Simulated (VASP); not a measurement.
Here is the system:

```
InPd
1.0
    3.28273     0.00000     0.00000
    0.00000     3.28273     0.00000
    0.00000     0.00000     3.28273
In Pd
1 1
Direct
  0.50000   0.50000   0.50000
  0.00000   0.00000   0.00000
```

Level of theory: LDA (Ceperley-Alder, Perdew-Zunger), VASP's LDA PAW potentials (set 64) (plane waves; VASP). Numerical set-up: 520 eV cut-off, 11×11×11 Γ-centred mesh, first-order Methfessel-Paxton smearing of 0.10 eV, potentials In_d Pd.

Problem. Give the stress tensor in GPa (positive for a compressed cell).

Solution. 
```
-7.69   0.00   0.00
 0.00  -7.69   0.00
 0.00   0.00  -7.69
```
The pressure is its mean diagonal, -7.69 GPa.

The compound is PdIn in the CsCl type structure. This cell is one point of a volume scan, at 1.06 of the reference volume. The electron count is odd and the run is not spin-polarised, which forces a metal.
